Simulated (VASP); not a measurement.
AlNi (space group Pm-3m): the measured cell of entry 9008802 of the Crystallography Open Database is

```
CELL_PARAMETERS angstrom
      2.88100     0.00000     0.00000
      0.00000     2.88100     0.00000
      0.00000     0.00000     2.88100
ATOMIC_POSITIONS crystal
  Al 0.00000 0.00000 0.00000
  Ni 0.50000 0.50000 0.50000
```

These are r2SCAN+rVV10, VASP's PBE PAW potentials (set 64) (plane waves; VASP 6.6.1) values and carry that method's errors. Run with 400 eV cut-off, 14×14×14 Γ-centred mesh, tetrahedra with Blöchl corrections, potentials Al Ni.

The calculation is for a static lattice at zero pressure; the measurement, whose temperature isn't given here, holds thermal and zero-point expansion. The entry's conditions were not checked, so it may have been measured under pressure.

Question: How far does the relaxed conventional cell lie from the measured one?

Answer: 
|  | measured | computed | difference |
|---|---|---|---|
| a (Å) | 2.881 | 2.857 | -0.8 % |
| V (Å³/atom) | 11.96 | 11.66 | -2.5 % |

The structure comes from a measured AlNi entry (Pm-3m) of the Crystallography Open Database, whose conditions weren't checked. It was relaxed first. Symmetry was kept, so distortions that lower it aren't found.
